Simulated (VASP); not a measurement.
Bi:

```
Bi
1.0
     2.26750    1.30914    3.93800
    -2.26750    1.30914    3.93800
     0.00000   -2.61828    3.93800
Bi
2
Direct
  0.23400 0.23400 0.23400
  0.76600 0.76600 0.76600
```

```yaml
Program: VASP 6.6.1
Task: relaxation of cell and atoms
Functional: PBEsol
Potentials_or_basis: VASP PAW PBE potentials, release 64 (Bi_d)
Cutoff: 600 eV
k_mesh: 12 × 12 × 12
Occupations: gaussian, width 0.1 eV
Spin: no spin polarisation
```

At the start: pressure -0.2 GPa; volume 35.07 Å³/atom.

Q: How do energy, volume and symmetry change on relaxing?

A: Over 12 steps the energy falls by 3.0 meV/atom and the volume is 34.40 Å³/atom (-1.9 %); space group R-3m (No. 166, to 0.05 Å).

The path:
```csv
step,energy change (eV),largest force (eV/Å),pressure (GPa),volume (Å³)
1,0.0000,0.1611,-0.24,70.14
2,-0.0027,0.1295,-0.01,69.60
3,-0.0042,0.0878,0.31,68.88
4,-0.0054,0.0092,-0.18,69.26
5,-0.0054,0.0038,-0.12,69.21
6,-0.0058,0.0021,-0.06,69.04
7,-0.0060,0.0121,0.05,68.71
8,-0.0060,0.0104,0.03,68.76
9,-0.0061,0.0082,-0.02,68.84
10,-0.0061,0.0077,-0.03,68.85
11,-0.0061,0.0024,0.02,68.79
12,-0.0061,0.0018,0.00,68.81
```

Final structure:
```
Bi
1.0
     2.26253    1.30627    3.88025
    -2.26253    1.30627    3.88025
     0.00000   -2.61254    3.88025
Bi
2
Direct
  0.23683 0.23683 0.23683
  0.76317 0.76317 0.76317
```

Caveat: the PAW data sets were made with another functional, which shifts forces and pressure a little.
